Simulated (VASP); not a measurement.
Input:

```
CELL_PARAMETERS angstrom
      0.00000     1.77015     1.77015
      1.77015     0.00000     1.77015
      1.77015     1.77015     0.00000
ATOMIC_POSITIONS crystal
  C  0.00000 0.00000 0.00000
  C  0.25000 0.25000 0.25000
```

These are optB88-vdW, VASP's PBE PAW potentials (set 64) (plane waves; VASP) values and carry that method's errors. Settings: 520 eV cut-off, 13×13×13 Γ-centred mesh, Gaussian smearing of 0.050 eV, potentials C.

Question: Give the stress tensor in GPa (positive for a compressed cell).

Answer: 
```
13.83   0.00   0.00
 0.00  13.83   0.00
 0.00   0.00  13.83
```
The pressure is its mean diagonal, 13.83 GPa.

The compound is C in the diamond structure. This cell is one point of a volume scan, at 0.97 of the reference volume.
